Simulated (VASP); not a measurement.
# Which magnetic order does FeGe take?

Is FeGe a ferromagnet or an antiferromagnet at this level? The start is a cell from a database of measured crystal structures.

Calculated with VASP 6.6.1; PBE, DFT+U (Fe d 3 eV), spin-polarised from a ferromagnetic start; plane waves and PAW (Ge, Fe), in the first sound run; inputs show where later runs differ.

The database entry behind the starting cell differs from later determinations by our own check (about 0.2 % short), so it need not match the best structure at ambient conditions.

## (1) Starting point

It takes space group P2_13 (No. 198, cubic). Conventional cell: a = 4.689 Å, b = 4.689 Å, c = 4.689 Å, α = 90.00°, β = 90.00°, γ = 90.00°. Nearest to Ge lie 7 Fe at 2.38 to 2.64 Å. Nearest to Fe lie 7 Ge at 2.38 to 2.64 Å. Farther neighbours are not listed.

Coordinates:

```xyz
8
Lattice="4.6890 0.0000 0.0000 0.0000 4.6890 0.0000 0.0000 0.0000 4.6890" Properties=species:S:1:pos:R:3 pbc="T T T"
Ge    0.7409    1.6036    3.0854
Ge    1.6036    3.0854    0.7409
Ge    3.0854    0.7409    1.6036
Ge    3.9481    3.9481    3.9481
Fe    4.0560    2.9775    1.7115
Fe    2.9775    1.7115    4.0560
Fe    1.7115    4.0560    2.9775
Fe    0.6330    0.6330    0.6330
```

## (2) Relax in the ferromagnetic state

All later runs share one geometry, relaxed here from a start with parallel moments; where they turned over, the text says so.

Contents of INCAR:

```
SYSTEM = FeGe
PREC = Normal
ENCUT = 350
EDIFF = 1E-05
NELM = 120
ISMEAR = 0
SIGMA = 0.05
LREAL = .FALSE.
ALGO = Normal
GGA = PE
NBANDS = 43
ISPIN = 2
MAGMOM = 0 0 0 0 3 3 3 3
LDAU = .TRUE.
LDAUTYPE = 2
LDAUL = -1 2
LDAUU = 0 3
LDAUJ = 0 0
LDAUPRINT = 1
LASPH = .TRUE.
LMAXMIX = 4
LORBIT = 11
LWAVE = .FALSE.
LCHARG = .FALSE.
IBRION = 2
NSW = 30
ISIF = 3
EDIFFG = -0.02
POTIM = 0.4
```

Contents of POSCAR:

```
FeGe
1.0
    4.6890000000      0.0000000000      0.0000000000
    0.0000000000      4.6890000000      0.0000000000
    0.0000000000      0.0000000000      4.6890000000
Ge Fe
4 4
Direct
    0.1580000000      0.3420000000      0.6580000000
    0.3420000000      0.6580000000      0.1580000000
    0.6580000000      0.1580000000      0.3420000000
    0.8420000000      0.8420000000      0.8420000000
    0.8650000000      0.6350000000      0.3650000000
    0.6350000000      0.3650000000      0.8650000000
    0.3650000000      0.8650000000      0.6350000000
    0.1350000000      0.1350000000      0.1350000000
```

Contents of KPOINTS:

```
Automatic mesh
0
Gamma
4 4 4
0 0 0
```

PAW data sets: Ge and Fe (PBE family, release 64).

Run with:

```
mpirun -np 1 vasp_std
```

Log:

```text
[banner, memory and clock lines left out]
running    1 mpi-ranks, on    1 nodes
 distrk:  each k-point on    1 cores,    1 groups
 distr:  one band on    1 cores,    1 groups

 POSCAR found type information on POSCAR GeFe
 POSCAR found :  2 types and       8 ions
 LDA part: xc-table for (Slater+PW92), standard interpolation
 POSCAR, INCAR and KPOINTS ok, starting setup
 FFT: planning ... GRIDC
 FFT: planning ... GRID_SOFT
 FFT: planning ... GRID
 WAVECAR not read
 entering main loop
       N       E                     dE             d eps       ncg     rms          rms(c)
DAV:   1     0.297062914570E+03    0.29706E+03   -0.14718E+04  1892   0.887E+02
DAV:   2    -0.216474884299E+02   -0.31871E+03   -0.29783E+03  1904   0.248E+02
DAV:   3    -0.440155772934E+02   -0.22368E+02   -0.21109E+02  2245   0.800E+01
DAV:   4    -0.445346501650E+02   -0.51907E+00   -0.51282E+00  2232   0.121E+01
DAV:   5    -0.445402040862E+02   -0.55539E-02   -0.55505E-02  2202   0.105E+00    0.255E+01
DAV:   6    -0.463429219098E+02   -0.18027E+01   -0.44310E+01  2310   0.909E+01    0.266E+01
DAV:   7    -0.404806918593E+02    0.58622E+01   -0.16861E+01  2207   0.585E+01    0.814E+00
DAV:   8    -0.406496708557E+02   -0.16898E+00   -0.13368E+00  2388   0.518E+00    0.435E+00
DAV:   9    -0.406550876757E+02   -0.54168E-02   -0.27234E-01  2775   0.419E+00    0.164E+00
DAV:  10    -0.407035249957E+02   -0.48437E-01   -0.88213E-02  2844   0.196E+00    0.782E-01
DAV:  11    -0.407290806387E+02   -0.25556E-01   -0.35076E-02  2723   0.914E-01    0.551E-01
DAV:  12    -0.407448962754E+02   -0.15816E-01   -0.31224E-02  2578   0.818E-01    0.309E-01
DAV:  13    -0.407480585375E+02   -0.31623E-02   -0.48258E-03  2321   0.547E-01    0.178E-01
DAV:  14    -0.407487205376E+02   -0.66200E-03   -0.10202E-03  2443   0.246E-01    0.983E-02
DAV:  15    -0.407490695058E+02   -0.34897E-03   -0.12760E-03  2897   0.233E-01    0.527E-02
DAV:  16    -0.407491023168E+02   -0.32811E-04   -0.14947E-04  2238   0.792E-02    0.245E-02
DAV:  17    -0.407491119868E+02   -0.96700E-05   -0.18590E-05  1250   0.373E-02
   1 F= -.40749112E+02 E0= -.40746789E+02  d E =-.407491E+02  mag=     8.8793
 curvature:   0.00 expect dE= 0.000E+00 dE for cont linesearch  0.000E+00
 trial: gam= 0.00000 g(F)=  0.243E-01 g(S)=  0.100E+01 ort = 0.000E+00 (trialstep = 0.100E+01)
 search vector abs. value=  0.102E+01
 bond charge predicted
       N       E                     dE             d eps       ncg     rms          rms(c)
DAV:   1    -0.472034161034E+02   -0.64543E+01   -0.82764E+01  2079   0.971E+01    0.235E+01
DAV:   2    -0.494661099646E+02   -0.22627E+01   -0.60577E+01  2197   0.105E+02    0.279E+01
DAV:   3    -0.410707370530E+02    0.83954E+01   -0.14689E+01  2286   0.516E+01    0.652E+00
DAV:   4    -0.411733643431E+02   -0.10263E+00   -0.12029E+00  2118   0.563E+00    0.366E+00
DAV:   5    -0.410987548253E+02    0.74610E-01   -0.18908E-01  2828   0.289E+00    0.116E+00
DAV:   6    -0.411015481938E+02   -0.27934E-02   -0.22624E-02  2372   0.139E+00    0.455E-01
DAV:   7    -0.411035477914E+02   -0.19996E-02   -0.51321E-03  2854   0.610E-01    0.273E-01
DAV:   8    -0.411031860085E+02    0.36178E-03   -0.99933E-04  2698   0.322E-01    0.127E-01
DAV:   9    -0.411032251357E+02   -0.39127E-04   -0.34313E-04  2747   0.141E-01    0.764E-02
DAV:  10    -0.411032495394E+02   -0.24404E-04   -0.17020E-04  2121   0.135E-01    0.313E-02
DAV:  11    -0.411032511581E+02   -0.16187E-05   -0.18535E-05  1171   0.318E-02
   2 F= -.41103251E+02 E0= -.41099765E+02  d E =-.354139E+00  mag=     9.2654
[...]
3 F= -.41127472E+02 E0= -.41125176E+02  d E =-.378360E+00  mag=     9.1569
[...]
4 F= -.41127427E+02 E0= -.41125118E+02  d E =-.378315E+00  mag=     9.1580
[...]
5 F= -.41134524E+02 E0= -.41132304E+02  d E =-.709765E-02  mag=     9.1581
[...]
6 F= -.41138304E+02 E0= -.41136219E+02  d E =-.108779E-01  mag=     9.1584
 curvature:  -1.19 expect dE=-0.384E-03 dE for cont linesearch -0.324E-04
 ZBRENT: extrapolating
 opt :   2.3025  next Energy=   -41.138336 (dE=-0.109E-01)
 bond charge predicted
       N       E                     dE             d eps       ncg     rms          rms(c)
DAV:   1    -0.411382561622E+02    0.50176E-04   -0.13048E-02  1952   0.439E-01    0.777E-02
DAV:   2    -0.411383382510E+02   -0.82089E-04   -0.15519E-04  2232   0.693E-02    0.365E-02
DAV:   3    -0.411383522294E+02   -0.13978E-04   -0.70499E-06  1116   0.145E-02    0.901E-03
DAV:   4    -0.411383529564E+02   -0.72697E-06   -0.12910E-06   985   0.110E-02
   7 F= -.41138353E+02 E0= -.41136281E+02  d E =-.109265E-01  mag=     9.1583
 curvature:  -1.15 expect dE=-0.164E-03 dE for cont linesearch -0.120E-06
 trial: gam=-0.00989 g(F)=  0.662E-04 g(S)=  0.766E-04 ort = 0.314E-04 (trialstep = 0.123E+01)
 search vector abs. value=  0.143E-03
 reached required accuracy - stopping structural energy minimisation
```

Elapsed: 1.9 min, on 1 MPI rank of Intel Xeon 6975P-C (Granite Rapids), shared host; peak memory 0.17 GiB.

Lines that name or quote the potential files are left out of all logs, and their timing lines are given in words.

(Part 1 of 6 ends here.)

[Lines on the potential files, build, host, timing and source positions are cut from VASP's logs without a mark.]

[Logs are printed without paths, hosts, clocks, repeated set-up lines and the standing remarks that a program may print on its own settings, such as how far it seeks lower states.]

[Hosts, paths, dates, database ids (printed as entryN), source tags and the programs' standing remarks are cut or masked in the printed files.]

[In band tables of VASP the shares of atoms and orbitals are scaled to a sum of 1 inside the atoms' spheres.]

[Runs that stopped without an error message from VASP are left out.]
